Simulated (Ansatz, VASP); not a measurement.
# Cross-check of NbTeS (2H-NbSTe monolayer) between VASP and Ansatz

Aim: how closely do two programs agree when they are given the same cell, functional and k mesh? The structure shown is the start of the Ansatz relaxation below; VASP solves that cell, so the two are compared at the walk's first step.

Calculated with Ansatz 0.2.0; plane waves, with VASP 6.6.1 beside it; single point at PBE with D3(BJ).

### 1. The starting structure

The cell holds 3 atoms: 1 Te, 1 Nb and 1 S. Its edges and angles: a = 3.620 Å, b = 3.620 Å, c = 37.829 Å, α = 90.0°, β = 90.0°, γ = 120.0°. Vacuum lies along c.

### 2. Ansatz: relaxation, PBE with D3(BJ)

Ansatz runs on its default PAW (the set named soft_2) files.

The two programs are compared at the cell with which this relaxation starts, whose forces are those of its first step.

File input.yaml:

```yaml
crystal:
  lattice:
    - [3.620432, 0.0, 0.0]
    - [-1.810216, 3.1353860847, 0.0]
    - [0.0, 0.0, 37.8289942633]
  atoms:
    - { symbol: Te, position: [0.3333333333, 0.6666666667, 0.4546776972] }
    - { symbol: Nb, position: [0.0, 0.0, 0.5068968678], spin: 1.0 }
    - { symbol: S, position: [0.3333333333, 0.6666666667, 0.5453223028] }
  periodic: [true, true, false]
magnetization:
  spin_polarized: true
kpoints:
  mp_grid: { grid: [12, 12, 1] }
hamiltonian:
  xc: pbe
  dispersion: d3bj
scf:
  occupations: { method: fermi_dirac, width: 0.05 }
  convergence: { dr2_threshold: 1.0e-09 }
relax:
  f_tol: 0.004
  max_steps: 90
  cell: {}
output:
  write_potential: true
  write_density: true
  volumetric_format: npy
```

Command:

```
$ ansatz run input.yaml --threads 2 --pin off --max-ram 3072MiB --backend cpu --events-out ev --progress --plain --runs-dir out
```

Numbers of over 12 decimals in the logs are rounded to 6 here.

The log of the run:

```text
Warning: relax.cell: scf.convergence.dr2_threshold = 1e-9 eV is looser than the 1.66354394539e-10 eV advised for a relaxation that steers and ends on the stress (1e-10 eV for each atom of the cell: 3, times the square of relax.cell.stress_2d_tol = 0.05 N/m over 13.4 Å (the atoms' height at the walk's start and 5 Å past either face), 3.723e-2 GPa, over a crystal's default 0.05). What an SCF threshold leaves in a stress goes as its square root, and in the free energy as the threshold itself, and one threshold admits the most on a small cell: [figures from the program's tests cut] Set scf.convergence.dr2_threshold to 1.66354394539e-10 eV or tighter. [rest of the remark cut]
Engine: ansatz 0.2.0, x86_64-unknown-linux-gnu
Pseudopotentials: kind: paw
Pseudopotential: Te, paw, valence charge 16, recommended cutoff 420 eV (normal), Te.paw.azcp
Pseudopotential: Nb, paw, valence charge 13, recommended cutoff 420 eV (normal), Nb.paw.azcp
Pseudopotential: S, paw, valence charge 6, recommended cutoff 420 eV (normal), S.paw.azcp
Functional definition: PBE
  parameter kappa = 0.804
  parameter beta = 0.066725
  exchange = pbe_x(kappa = kappa, mu = beta*pi^2/3)
  correlation = pbe_c(beta = beta)
Crystal: 3 atoms, lattice volume = 429.414 Å³
Basis set: ecut = 420 eV, 8275 PW (Γ), exchange–correlation on 50×50×512 points (8 copies of the dense FFT grid, shifted against one another)
Bands: 22, of which v1, the nominal top of the filled ones, is band 18 counted from 1 (17 counted from 0)
Symmetry: 6 space group operations
Space group: P3m1 (ITA 156), of the structure as read, at distance tolerance 7.5e-5 Å
Magnetic group: BNS 156.49 (UNI 1279), of the structure as read, at distance tolerance 7.5e-5 Å
k-points: 19 of 144 (time reversal used)
Non-local potential: Te, projectors of the file, l = 0: 2, l = 1: 2, l = 2: 2, l = 3: 2
Non-local potential: Nb, projectors of the file, l = 0: 3, l = 1: 2, l = 2: 2, l = 3: 1
Non-local potential: S, projectors of the file, l = 0: 2, l = 1: 2, l = 2: 2
PAW form: soft (Blöchl's): semilocal exchange-correlation on the pseudo side does not see the compensation charge
PAW one-centre angular grid: Te, 590 points (default); XC on 64 Gauss nodes
PAW one-centre angular grid: Nb, 590 points (default); XC on 64 Gauss nodes
PAW one-centre angular grid: S, 110 points (default); XC on 64 Gauss nodes
Initial density: superposition of atomic densities (neutral atoms: chi_scale 0, normalization atom)
Starting moments: Σ|m| = 1 μB on 1 of 3 sites
Initial wavefunctions: pseudopotential atomic-orbital guess
Functional: x = pbe(κ = 0.804, μ = 0.219515), c = pbe(β = 0.066725)
SCF iter   1: F=—  HF=-12437.838115 eV  |F-HF|=—  |Δ(HF+E_count)|=         —  Δρ=1.25e-2 (↑1.25e-2 ↓1.03e-2)  dr2=4.17e0  dr2_m=2.26e-2  M=0.761 μB ∫|m|=0.884 μB  β_m=0.30  ethr=3.10e-3  ⟨swp⟩=16.5  Hψ=7062  notcnv=0
Mixer restart at iter 1: flushing history
preconditioner: auto → LDOS  [metal: Δε(μ)=0.059 eV  Ē_g=7.456 eV  σ=0.050 eV  W_gap=0.28  n_scr=20 (ndim 8)  ℏωp=7.4 eV  f_vac=0.794  D(μ)=1.42/eV (n_scr^D=8)]
spin=Collinear: LDOS preconditioning applied to the charge; magnetization (m = ρ↑ − ρ↓) channel mixes plain (no charge-response kernel on spin).
SCF iter   2: F=—  HF=-12437.394569 eV  |F-HF|=—  |Δ(HF+E_count)|=   4.44e-1  Δρ=7.50e-3 (↑7.50e-3 ↓6.39e-3)  dr2=1.29e0  dr2_m=1.04e-2  M=0.757 μB ∫|m|=0.875 μB  β_m=0.47  ethr=3.10e-3  ⟨swp⟩=3.8  Hψ=2084  notcnv=0
SCF iter   3: F=—  HF=-12437.374020 eV  |F-HF|=—  |Δ(HF+E_count)|=   2.05e-2  Δρ=2.42e-3 (↑2.20e-3 ↓2.42e-3)  dr2=6.58e-2  dr2_m=1.56e-3  M=0.732 μB ∫|m|=0.830 μB  β_m=0.55  ethr=3.10e-3  ⟨swp⟩=3.2  Hψ=1671  notcnv=0
SCF iter   4: F=—  HF=-12437.384166 eV  |F-HF|=—  |Δ(HF+E_count)|=         —  Δρ=1.20e-3 (↑1.20e-3 ↓9.31e-4)  dr2=1.69e-2  dr2_m=1.54e-3  M=0.697 μB ∫|m|=0.762 μB  β_m=0.55  ethr=1.88e-4  ⟨swp⟩=3.1  Hψ=1835  notcnv=0
SCF iter   5: F=—  HF=-12437.387354 eV  |F-HF|=—  |Δ(HF+E_count)|=   3.19e-3  Δρ=3.89e-4 (↑3.89e-4 ↓3.36e-4)  dr2=5.97e-4  dr2_m=3.44e-4  M=0.696 μB ∫|m|=0.749 μB  β_m=0.67  ethr=4.81e-5  ⟨swp⟩=2.9  Hψ=1589  notcnv=0
SCF iter   6: F=—  HF=-12437.387951 eV  |F-HF|=—  |Δ(HF+E_count)|=   5.97e-4  Δρ=1.21e-4 (↑1.08e-4 ↓1.21e-4)  dr2=5.68e-5  dr2_m=4.22e-5  M=0.694 μB ∫|m|=0.738 μB  β_m=0.81  ethr=1.71e-6  ⟨swp⟩=3.2  Hψ=1760  notcnv=0
[...]
SCF 5 converged in 6 iterations: F = -12437.552139 eV  dr2 = 2.39e-10
relax step   5: F+E_penalty+E_count = -12437.55213864 eV  Δ(F+E_penalty+E_count) = -9.775e-6 eV  max|allowed force component| = 8.275e-4 eV/Å  Δτ_max = 0.0010 Å  P = +0.000 N/m  Ω = 398.801 Å³  energy of the carried Pulay correction = +6.410e-4 eV  fix = [c, alpha, beta]  reactions: c +0.000 N/m  (6 SCF iters, accepted)
Basis set: ecut = 420 eV, 7741 PW (Γ), exchange–correlation on 48×48×512 points (8 copies of the dense FFT grid, shifted against one another)
Initial wavefunctions: pseudopotential atomic-orbital guess (no wavefunctions were taken with the density)
iter 1 solved again at ethr=1.94e-7 eV; its pass at ethr=3.10e-3 eV (dr2=6.80e-5 eV) is discarded
SCF iter   1: F=—  HF=-12437.551411 eV  |F-HF|=—  |Δ(HF+E_count)|=         —  Δρ=1.71e-5 (↑1.71e-5 ↓1.66e-5)  dr2=7.84e-7  dr2_m=5.36e-9  M=0.587 μB ∫|m|=0.601 μB  β_m=0.65  ethr=1.94e-7  ⟨swp⟩=6.6  Hψ=11327  notcnv=0
preconditioner: auto → LDOS  [metal: Δε(μ)=0.031 eV  Ē_g=7.486 eV  σ=0.050 eV  W_gap=0.15  n_scr=18 (ndim 8)  ℏωp=7.7 eV  f_vac=0.801  D(μ)=2.39/eV (n_scr^D=12)]
spin=Collinear: LDOS preconditioning applied to the charge; magnetization (m = ρ↑ − ρ↓) channel mixes plain (no charge-response kernel on spin).
SCF iter   2: F=—  HF=-12437.551496 eV  |F-HF|=—  |Δ(HF+E_count)|=   8.51e-5  Δρ=5.70e-6 (↑5.70e-6 ↓5.54e-6)  dr2=8.70e-8  dr2_m=9.17e-10  M=0.587 μB ∫|m|=0.601 μB  β_m=0.55  ethr=2.24e-9  ⟨swp⟩=2.7  Hψ=1659  notcnv=0
SCF iter   3: F=—  HF=-12437.551496 eV  |F-HF|=—  |Δ(HF+E_count)|=   1.63e-7  Δρ=1.71e-6 (↑1.71e-6 ↓1.68e-6)  dr2=8.06e-9  dr2_m=1.95e-10  M=0.587 μB ∫|m|=0.601 μB  β_m=0.62  ethr=2.48e-10  ⟨swp⟩=3.9  Hψ=1954  notcnv=0
SCF iter   4: F=—  HF=-12437.551496 eV  |F-HF|=—  |Δ(HF+E_count)|=   4.60e-8  Δρ=3.39e-7 (↑3.34e-7 ↓3.39e-7)  dr2=2.00e-9  dr2_m=5.49e-11  M=0.587 μB ∫|m|=0.601 μB  β_m=0.64  ethr=2.30e-11  ⟨swp⟩=3.9  Hψ=1940  notcnv=0
SCF iter   5: F=—  HF=-12437.551496 eV  |F-HF|=—  |Δ(HF+E_count)|=   6.46e-9  Δρ=1.29e-7 (↑1.29e-7 ↓1.25e-7)  dr2=1.01e-10  dr2_m=2.95e-11  M=0.587 μB ∫|m|=0.601 μB  β_m=0.69  ethr=5.72e-12  ⟨swp⟩=3.2  Hψ=1694  notcnv=0
SCF iter   6: F=-12437.551496 eV  HF=-12437.551496 eV  |F-HF|=9.93e-10  |Δ(HF+E_count)|=  5.49e-10  Δρ=4.90e-8 (↑4.90e-8 ↓4.45e-8)  dr2=7.41e-12  dr2_m=6.20e-12  M=0.587 μB ∫|m|=0.601 μB  ethr=1.00e-12  ⟨swp⟩=10.7  Hψ=6432  notcnv=0
SCF 6 converged in 6 iterations: F = -12437.551496 eV  dr2 = 7.41e-12
relax step   6: F+E_penalty+E_count = -12437.55149605 eV  Δ(F+E_penalty+E_count) = +6.426e-4 eV  max|allowed force component| = 8.150e-4 eV/Å  Δτ_max = 0.0000 Å  P = -0.000 N/m  Ω = 398.801 Å³  fix = [c, alpha, beta]  reactions: c -0.000 N/m  stress off target by 2.04e-4 N/m on what of the cell is left free  SCF on the basis re-selected at this cell (its energy is not comparable with the rows above)  (6 SCF iters)
basis re-selected at this cell: Δ(F+E_penalty+E_count) = +6.426e-4 eV, ΔP = -0.001 N/m vs the last step (what re-selecting the basis moved, of the pressure what is left beyond the Pulay correction that the steps carried, after the strain that the cell walked since its last selection, with what the two solves' SCF thresholds leave and, on support functions, any second-order correction that the steps lacked; it is no measure of the basis error at this ecutwfc). The dense FFT grid was sized anew with the basis: this SCF ran on 24×24×256 points, the steps before it on 25×25×256, so part of this shift can come from that change (see relax.cell in the input reference). [rest of the remark cut]
WARN: The output density's exchange-correlation potential varies sharply where the density is thin. Do not read a vacuum level from v_tot or v_xc, or from such a field of the output density. On a cell that repeats whose density bears no net charge and no dipole along the vacuum's axis use v_es (v_loc + v_h of the components); under efield.dipole_correction with no amplitude use v_es + v_field, which holds any externa [...]
SCF converged after 6 iterations
Magnetization: 0.5872 μB (17.7936 up, 17.2064 down)
Absolute magnetization: 0.6012 μB (∫|ρ↑−ρ↓|, with the PAW one-centre terms)
Spin contamination: 0.0028 ħ² per cell (⟨S²⟩ above its minimum at these occupations)
Per-site moments (μB) at R_I (Å): [(0.017871, 1.162030), (0.271111, 1.014512), (0.040965, 1.014512)]
Free energy (F): -12437.551496 eV
Harris-Foulkes:  -12437.551496 eV  (|F-HF|=9.93e-10)
Internal energy: -12437.531760 eV  (E = F + TS)
E sigma→0 (E₀):  -12437.541628 eV
Entropy (-TS):   -0.019736 eV (-6.579 meV/atom)
Fermi energy:    -5.170413 eV
--- Per-component energies (eV) ---
  E_band       = -924.603126
  E_kinetic    = 682.179211
  E_local      = -84649.265971  (includes V_loc(G=0)·N_el)
  E_nonlocal   = -162.340432
  E_hartree    = 42051.049466
  E_xc         = -397.236281
  E_vxc        = -404.919944  (∫ρ·V_xc dr)
  E_paw        = -8336.077706  (= ΣΔE_a)
  E_vpaw       = -492.354835  (= ΣTr[D̂ρ^β])
  E_aug_tail   = -0.000166  (compensation charges beyond the density's cutoff)
  E_ewald      = 38375.198854
  E_disp       = -1.038736  (pairwise vdW)
  E_smearing   = -0.019736  (= −TS)
  E_closure    = 0.000000  (closes the sum)
  Σ components = -12437.551496   (vs F -12437.551496, Δ=0.00e0)
--- Forces (eV/Å), atoms counted from 1 ---
  atom   1  Te     0.00000000    -0.00000000    -0.00014605
  atom   2  Nb     0.00000000    -0.00000000    -0.00066838
  atom   3  S     -0.00000000    -0.00000000     0.00081529
  max |Σ_I F_I| component: 8.64e-7 eV/Å
--- 2D stress c σ (N/m, compression-positive) ---
       -0.000204       0.000000       0.000000
        0.000000      -0.000204       0.000000
        0.000000       0.000000      -0.000000
  P = ½ c Tr σ = -0.0002 N/m
--- Band table (eV; the first three rows and the last of 38) ---
  k-point 0 ↑: bands = [... 14 lower, -7.3057, -5.7194, -5.7194, -4.4920, -2.3995, -2.3995, -1.8409, -1.8409]
  k-point 1 ↑: bands = [... 14 lower, -7.2398, -5.9021, -5.8004, -4.5816, -2.5216, -2.3156, -2.2768, -1.9313]
  k-point 2 ↑: bands = [... 14 lower, -7.3002, -6.3639, -5.9405, -4.9093, -3.1189, -2.4740, -2.3475, -1.7830]
  k-point 18 ↓: bands = [... 14 lower, -8.4454, -8.0360, -6.7933, -4.8039, -3.3906, -2.2317, -1.6210, -0.6199]
  the weakly bound empty levels are not read free of the cell's end (no_gap_told)
--- Relaxed structure (5 steps of the walk, 5 accepted, 1 SCFs on fresh bases) ---
  F+E_penalty+E_count = -12437.55149605 eV   max|allowed force component| = 8.150e-4 eV/Å   (the final SCF, on the basis selected at the relaxed cell)
  cell:  # Å, volume = 398.8010 Å³
    - [3.488996, -9.728254080892994e-18, 0]
    - [-1.744498, 3.021559, 0]
    - [0, 0, 37.8289942633]
  atoms:
    - { symbol: Te, position: [0.333333, 0.666667, 0.455161] }
    - { symbol: Nb, position: [0, -3.700743415524894e-17, 0.507218] }
    - { symbol: S, position: [0.333333, 0.666667, 0.544519] }
```

Reading the cycles: dr2 is the Hartree energy of the density residual (eV), the measure of convergence; HF is the Harris–Foulkes estimate of the energy, which meets the free energy F at convergence.

[end of part 1 of 2]

[Lines on the potential files, build, host, timing and source positions are cut from VASP's logs without a mark.]

[Logs are printed without paths, hosts, clocks, repeated set-up lines and the standing remarks that a program may print on its own settings, such as how far it seeks lower states.]

[Hosts, paths, dates, database ids (printed as entryN), source tags and the programs' standing remarks are cut or masked in the printed files.]
